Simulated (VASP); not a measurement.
Set up this calculation in VASP 6.6.1, as the native input.

```yaml
Task: relaxation of cell and atoms
Functional: r2SCAN
Potentials_or_basis: VASP PAW PBE potentials, release 64 (C)
Cutoff: 600 eV
k_mesh: 12 × 12 × 12
Occupations: gaussian, width 0.02 eV
Spin: no spin polarisation
Further_INCAR_settings: ALGO = Normal; EDIFF = 1e-07; IBRION = 2; EDIFFG = -0.005; NSW = 90; ISIF = 3
```

The structure of C lies in POSCAR:

```
C
1.0
    0.0000000000      1.7834000000      1.7834000000
    1.7834000000      0.0000000000      1.7834000000
    1.7834000000      1.7834000000      0.0000000000
C
2
Direct
    0.5000000000      0.5000000000      0.5000000000
    0.7500000000      0.7500000000      0.7500000000
```

This isn't the form of C at room conditions, which is graphite.

The input as run:

INCAR

```
SYSTEM = C
PREC     = Accurate       ! precision mode
ENCUT    = 600            ! plane-wave cutoff, eV
EDIFF    = 1E-7           ! SCF threshold, eV
ISMEAR   = 0              ! smearing method
SIGMA    = 0.02           ! smearing width, eV
LREAL    = .FALSE.        ! projectors in reciprocal space
LASPH    = .TRUE.         ! aspherical terms in the spheres
NELM     = 80             ! most SCF steps
ALGO     = Normal         ! electronic algorithm
ISIF     = 3              ! what is computed and relaxed
LWAVE    = .FALSE.        ! write WAVECAR
LCHARG   = .FALSE.        ! write CHGCAR
METAGGA  = R2SCAN         ! meta-GGA
LMIXTAU  = .TRUE.       
IBRION   = 2              ! ionic algorithm
NSW      = 90             ! ionic steps
EDIFFG   = -0.005         ! ionic threshold
```

KPOINTS

```
Automatic mesh
0
G
  12 12 12
  0 0 0
```

Potentials or basis: VASP PAW PBE potentials, release 64 (C).

Launch:

```console
$ cat potpaw_PBE.64/C/POTCAR > POTCAR
$ mpirun -np 1 vasp_std > vasp.out
```

It gave:

- Relaxed volume: 5.65 Å³/atom
- Relaxed cell: a = 2.518 Å, b = 2.518 Å, c = 2.518 Å, α = 60.00°, β = 60.00°, γ = 60.00°
- Space group after relaxing (to 0.05 Å): Fd-3m (No. 227)
- Energy gained by relaxing: 0.2 meV/atom
- Ionic steps: 3
- Pressure after relaxing: 0.0 GPa
- Band gap on the k mesh: 4.35 eV, indirect (least direct gap 5.85 eV)

Caveat: the PAW data sets were made with another functional, which shifts forces and pressure a little.

Wall time 35 s on 1 thread of Intel(R) Xeon(R) 6975P-C (Granite Rapids) (shared host), peak memory 0.12 GiB.
